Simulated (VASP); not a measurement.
Computed with PW91 GGA, VASP's PBE PAW potentials (set 64) (plane waves; VASP).

VASP input:

File KPOINTS:
```
Automatic
0
Gamma
  11 11 9
0 0 0
```

POSCAR:
```
CuAu
1.0
  2.8894511360   0.0000000000   0.0000000000
  0.0000000000   2.8894511360   0.0000000000
  0.0000000000   0.0000000000   3.6134244618
Cu Au
1 1
Cart
  0.0000000000   0.0000000000   0.0000000000
  1.4447255680   1.4447255680   1.8067122309
```

### INCAR
```
LCHARG=.False.
EDIFFG=-0.01   ! ionic stop
SIGMA=0.1
ISMEAR=1   ! Methfessel-Paxton
IBRION=2   ! conjugate gradients
LMAXMIX=6
NELM=100
LWAVE=.False.
PREC=Accurate
EDIFF=1E-6
LASPH=.True.   ! aspherical one-centre terms
SYSTEM=CuAu
GGA=91   ! PW91
NSW=60   ! most ionic steps
LREAL=.False.
ALGO=Normal   ! blocked Davidson
ENCUT=520   ! plane-wave cut-off (eV)
ISIF=3
```

POTCAR, in this order: Cu Au (PBE.64 set). Program: vasp_std.

The run wrote:

**OSZICAR**
```
...
DAV:   4    -0.709225117402E+01    0.19868E-05   -0.31817E-06  2207   0.601E-02    0.355E-03
DAV:   5    -0.709225113263E+01    0.41394E-07   -0.81182E-07  1813   0.126E-02
   4 F= -.70922511E+01 E0= -.70923859E+01  d E =-.280405E-04
       N       E                     dE             d eps       ncg     rms          rms(c)
DAV:   1    -0.709245725589E+01   -0.20608E-03   -0.52686E-03  3515   0.881E-01    0.792E-02
DAV:   2    -0.709238378679E+01    0.73469E-04   -0.47105E-04  3840   0.695E-01    0.498E-02
DAV:   3    -0.709235075913E+01    0.33028E-04   -0.25577E-04  3612   0.578E-01    0.361E-02
DAV:   4    -0.709233260375E+01    0.18155E-04   -0.33489E-05  4743   0.179E-01    0.102E-02
DAV:   5    -0.709233168215E+01    0.92160E-06   -0.20183E-06  2324   0.321E-02
   5 F= -.70923317E+01 E0= -.70924661E+01  d E =-.108590E-03
       N       E                     dE             d eps       ncg     rms          rms(c)
DAV:   1    -0.709297577652E+01   -0.64317E-03   -0.21077E-02  3480   0.176E+00    0.158E-01
DAV:   2    -0.709268357899E+01    0.29220E-03   -0.18978E-03  3791   0.139E+00    0.997E-02
DAV:   3    -0.709255091814E+01    0.13266E-03   -0.10235E-03  3597   0.116E+00    0.720E-02
DAV:   4    -0.709247807385E+01    0.72844E-04   -0.13262E-04  4744   0.354E-01    0.205E-02
DAV:   5    -0.709247448650E+01    0.35873E-05   -0.11981E-05  4877   0.645E-02    0.594E-03
DAV:   6    -0.709247443808E+01    0.48423E-07   -0.68819E-07  1687   0.206E-02
   6 F= -.70924744E+01 E0= -.70925982E+01  d E =-.251346E-03
       N       E                     dE             d eps       ncg     rms          rms(c)
DAV:   1    -0.709470456459E+01   -0.22301E-02   -0.84606E-02  3494   0.351E+00    0.318E-01
DAV:   2    -0.709352393169E+01    0.11806E-02   -0.76775E-03  3784   0.280E+00    0.201E-01
DAV:   3    -0.709298484908E+01    0.53908E-03   -0.41337E-03  3590   0.234E+00    0.145E-01
DAV:   4    -0.709268902091E+01    0.29583E-03   -0.53570E-04  4768   0.708E-01    0.412E-02
DAV:   5    -0.709267383715E+01    0.15184E-04   -0.48283E-05  4864   0.130E-01    0.119E-02
DAV:   6    -0.709267369068E+01    0.14647E-06   -0.30483E-06  2978   0.407E-02
   7 F= -.70926737E+01 E0= -.70927571E+01  d E =-.450599E-03
       N       E                     dE             d eps       ncg     rms          rms(c)
DAV:   1    -0.710091289438E+01   -0.82391E-02   -0.33893E-01  3515   0.704E+00    0.643E-01
DAV:   2    -0.709618188685E+01    0.47310E-02   -0.32187E-02  3786   0.570E+00    0.407E-01
DAV:   3    -0.709392009381E+01    0.22618E-02   -0.16899E-02  3568   0.479E+00    0.289E-01
DAV:   4    -0.709273780633E+01    0.11823E-02   -0.21169E-03  4838   0.138E+00    0.834E-02
DAV:   5    -0.709267353582E+01    0.64271E-04   -0.19205E-04  4836   0.265E-01    0.233E-02
DAV:   6    -0.709267326996E+01    0.26586E-06   -0.14398E-05  4732   0.782E-02    0.897E-03
DAV:   7    -0.709267295972E+01    0.31024E-06   -0.19147E-06  1850   0.455E-02
   8 F= -.70926730E+01 E0= -.70927272E+01  d E =-.449868E-03
       N       E                     dE             d eps       ncg     rms          rms(c)
DAV:   1    -0.709467467999E+01   -0.20014E-02   -0.57362E-02  3479   0.254E+00    0.251E-01
DAV:   2    -0.709370632286E+01    0.96836E-03   -0.28483E-03  4107   0.132E+00    0.130E-01
DAV:   3    -0.709350682709E+01    0.19950E-03   -0.18181E-03  3947   0.148E+00    0.123E-01
DAV:   4    -0.709332065336E+01    0.18617E-03   -0.51712E-04  3796   0.808E-01    0.352E-02
DAV:   5    -0.709330181582E+01    0.18838E-04   -0.54077E-05  4761   0.114E-01    0.933E-03
DAV:   6    -0.709330214818E+01   -0.33236E-06   -0.36412E-06  2960   0.503E-02
   9 F= -.70933021E+01 E0= -.70933816E+01  d E =-.629188E-03
       N       E                     dE             d eps       ncg     rms          rms(c)
DAV:   1    -0.710690759519E+01   -0.13606E-01   -0.51325E-01  3479   0.759E+00    0.746E-01
DAV:   2    -0.709820302288E+01    0.87046E-02   -0.24145E-02  4115   0.376E+00    0.384E-01
DAV:   3    -0.709640600191E+01    0.17970E-02   -0.15549E-02  3953   0.428E+00    0.358E-01
DAV:   4    -0.709479357703E+01    0.16124E-02   -0.44815E-03  3782   0.240E+00    0.102E-01
DAV:   5    -0.709463879986E+01    0.15478E-03   -0.47360E-04  4766   0.328E-01    0.275E-02
DAV:   6    -0.709464144506E+01   -0.26452E-05   -0.37759E-05  4780   0.166E-01    0.166E-02
DAV:   7    -0.709463872051E+01    0.27246E-05   -0.92781E-06  4010   0.999E-02    0.261E-03
DAV:   8    -0.709463864069E+01    0.79812E-07   -0.65500E-07  1656   0.129E-02
  10 F= -.70946386E+01 E0= -.70947511E+01  d E =-.196568E-02
       N       E                     dE             d eps       ncg     rms          rms(c)
DAV:   1    -0.714245447850E+01   -0.47816E-01   -0.20189E+00  3473   0.150E+01    0.146E+00
DAV:   2    -0.710818523229E+01    0.34269E-01   -0.83690E-02  4166   0.663E+00    0.742E-01
DAV:   3    -0.710117720264E+01    0.70080E-02   -0.53714E-02  3980   0.782E+00    0.680E-01
DAV:   4    -0.709537434232E+01    0.58029E-02   -0.16872E-02  3760   0.477E+00    0.194E-01
DAV:   5    -0.709482335388E+01    0.55099E-03   -0.17635E-03  4774   0.623E-01    0.546E-02
DAV:   6    -0.709483252269E+01   -0.91688E-05   -0.15281E-04  4721   0.340E-01    0.336E-02
DAV:   7    -0.709482164155E+01    0.10881E-04   -0.39157E-05  4840   0.205E-01    0.534E-03
DAV:   8    -0.709482138030E+01    0.26124E-06   -0.24990E-06  2712   0.236E-02
  11 F= -.70948214E+01 E0= -.70948197E+01  d E =-.214842E-02
       N       E                     dE             d eps       ncg     rms          rms(c)
DAV:   1    -0.710343090633E+01   -0.86093E-02   -0.35884E-01  3431   0.619E+00    0.614E-01
DAV:   2    -0.709750564511E+01    0.59253E-02   -0.14996E-02  4182   0.277E+00    0.315E-01
DAV:   3    -0.709625068806E+01    0.12550E-02   -0.95021E-03  3966   0.340E+00    0.288E-01
DAV:   4    -0.709522223080E+01    0.10285E-02   -0.32076E-03  3709   0.195E+00    0.792E-02
DAV:   5    -0.709512750275E+01    0.94728E-04   -0.30071E-04  4770   0.269E-01    0.229E-02
DAV:   6    -0.709512816296E+01   -0.66021E-06   -0.19166E-05  4745   0.102E-01    0.112E-02
DAV:   7    -0.709512701782E+01    0.11451E-05   -0.33270E-06  2164   0.603E-02    0.265E-03
DAV:   8    -0.709512708937E+01   -0.71546E-07   -0.13042E-06  1965   0.121E-02
  12 F= -.70951271E+01 E0= -.70951213E+01  d E =-.245413E-02
       N       E                     dE             d eps       ncg     rms          rms(c)
DAV:   1    -0.709715456379E+01   -0.20275E-02   -0.37664E-02  3516   0.335E+00    0.300E-01
DAV:   2    -0.709626202804E+01    0.89254E-03   -0.11667E-02  3297   0.345E+00    0.181E-01
DAV:   3    -0.709568326126E+01    0.57877E-03   -0.48900E-03  3425   0.247E+00    0.113E-01
DAV:   4    -0.709557079492E+01    0.11247E-03   -0.25333E-04  4704   0.491E-01    0.556E-02
DAV:   5    -0.709554332243E+01    0.27472E-04   -0.62023E-05  4891   0.209E-01    0.669E-03
DAV:   6    -0.709554312996E+01    0.19248E-06   -0.74111E-06  4412   0.623E-02
  13 F= -.70955431E+01 E0= -.70955584E+01  d E =-.416041E-03
       N       E                     dE             d eps       ncg     rms          rms(c)
DAV:   1    -0.711049734301E+01   -0.14954E-01   -0.33844E-01  3524   0.100E+01    0.892E-01
DAV:   2    -0.710229396330E+01    0.82034E-02   -0.10161E-01  3304   0.103E+01    0.535E-01
DAV:   3    -0.709737495631E+01    0.49190E-02   -0.44181E-02  3425   0.718E+00    0.347E-01
DAV:   4    -0.709631694473E+01    0.10580E-02   -0.23714E-03  4612   0.155E+00    0.168E-01
DAV:   5    -0.709607071309E+01    0.24623E-03   -0.59818E-04  4877   0.649E-01    0.203E-02
DAV:   6    -0.709606848434E+01    0.22287E-05   -0.72729E-05  4780   0.199E-01    0.174E-02
DAV:   7    -0.709606785631E+01    0.62803E-06   -0.19918E-06  2438   0.339E-02
  14 F= -.70960679E+01 E0= -.70962068E+01  d E =-.940767E-03
```

OUTCAR:
```
------------------------ aborting loop because EDIFF is reached ----------------------------------------
  FORCE on cell =-STRESS in cart. coord.  units (eV):
  Direction    XX          YY          ZZ          XY          YZ          ZX
  --------------------------------------------------------------------------------------
  Total       -0.0020935     -0.0020935     -0.0103812      0.0000000      0.0000000      0.0000000
  in kB       -0.1110779     -0.1110779     -0.5508051      0.0000000      0.0000000      0.0000000
  external PRESSURE =      -0.2576536 kB  Pullay stress =       0.0000000 kB
  volume of cell :       30.20
      direct lattice vectors                 reciprocal lattice vectors
     2.845852623  0.000000000  0.000000000     0.351388541  0.000000000  0.000000000
    -0.000000000  2.845852623  0.000000000     0.000000000  0.351388541 -0.000000000
    -0.000000000  0.000000000  3.728496431    -0.000000000 -0.000000000  0.268204628
 POSITION                                       TOTAL-FORCE (eV/Angst)
 -----------------------------------------------------------------------------------
     -0.00000      2.84585      0.00000        -0.000000      0.000000      0.000000
      1.42293      1.42293      1.86425         0.000000     -0.000000      0.000000
 -----------------------------------------------------------------------------------
    total drift:                                0.000000      0.000000     -0.000000
  FREE ENERGIE OF THE ION-ELECTRON SYSTEM (eV)
  ---------------------------------------------------
  free  energy   TOTEN  =        -7.0960678563 eV

  energy  without entropy=       -7.0964847233  energy(sigma->0) =       -7.09620681

 reached required accuracy - stopping structural energy minimisation
```
(Selected blocks of OUTCAR.)

### CONTCAR
```
CuAu
   1.00000000000000
     2.8458526233539416    0.0000000000000000    0.0000000000000001
    -0.0000000000000000    2.8458526233539416    0.0000000000000001
    -0.0000000000000000    0.0000000000000001    3.7284964312335260
  Cu              Au
     1     1
Direct
     0.0000000000000000    1.0000000000000000    0.0000000000000000
     0.5000000000000000    0.5000000000000000    0.5000000000000000
```

### OUTCAR
```
 val. band max:        8.1913872786   @ k =   0.2727   0.1818   0.4444

 cond. band min:       8.2650954243   @ k =   0.0909   0.0000   0.2222


 Fermi energy:         8.2344455383

 k-point     1 :       0.0000    0.0000    0.0000
  band No.  band energies     occupation
      1      -1.2281      2.00000
      2       1.8407      2.00000
      3       2.0086      2.00000
      4       4.2538      2.00000
      5       4.2538      2.00000
      6       5.2450      2.00000
      7       5.4709      2.00000
      8       6.1090      2.00000
      9       6.5281      2.00000
     10       6.7360      2.00000
     11       6.7360      2.00000
     12      10.3595      0.00000
     13      15.9211      0.00000
     14      18.0530      0.00000
     15      18.0530      0.00000

 k-point     2 :       0.0909    0.0000    0.0000
  band No.  band energies     occupation
      1      -1.0417      2.00000
      2       1.9315      2.00000
      3       2.1142      2.00000
      4       4.1429      2.00000
      5       4.2958      2.00000
      6       5.1653      2.00000
      7       5.4995      2.00000
      8       6.1022      2.00000
      9       6.4549      2.00000
     10       6.4809      2.00000
     11       6.6988      2.00000
     12      10.8682      0.00000
     13      15.6510      0.00000
     14      17.1451      0.00000
     15      18.3672      0.00000

 k-point     3 :       0.1818    0.0000    0.0000
  band No.  band energies     occupation
      1      -0.5107      2.00000
      2       2.1212      2.00000
      3       2.4825      2.00000
      4       3.8375      2.00000
      5       4.4161      2.00000
      6       4.9462      2.00000
      7       5.5501      2.00000
      8       6.0231      2.00000
      9       6.1133      2.00000
     10       6.2842      2.00000
     11       6.5914      2.00000
     12      12.0739      0.00000
     13      14.0773      0.00000
     14      16.5226      0.00000
     15      19.2514      0.00000
...
```

Unless said otherwise, spin-orbit coupling is left out, though it shifts the bands of the heavy elements here.

The compound is CuAu in the L1_0 structure. This run relaxes it. Symmetry was kept, so distortions that lower it aren't found. The start is the result of an earlier pass.
